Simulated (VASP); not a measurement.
Consider the following.

```
CELL_PARAMETERS angstrom
      3.06062     0.00000     0.00000
      0.00000     3.06062     0.00000
      0.00000     0.00000     3.06062
ATOMIC_POSITIONS crystal
  Sn 0.00000 0.00000 0.00000
  C  0.50000 0.50000 0.50000
```

Computed with PBEsol GGA, VASP's PBE PAW potentials (set 64) (plane waves; VASP). Run with 520 eV cut-off, 13×13×13 Γ-centred mesh, tetrahedra with Blöchl corrections, potentials Sn_d C.

Unless said otherwise, spin-orbit coupling is left out, though it shifts the bands of the heavy elements here.

**Question.** What does the run give for the energy per atom (σ→0), band gap (on the k-mesh) with the smallest direct gap where there is one?

**Answer.** 
The band gap (on the k-mesh) comes out as none (metal, semimetal or under 0.01 eV) and the energy per atom (σ→0) is -4.925 eV/atom.

Total energies compare only between runs with the same potentials, cut-off and functional.

The structure was generated: SnC was put into the CsCl type type (Pm-3m), which need not be its known phase. It was relaxed first, which changed the volume by +31 %.
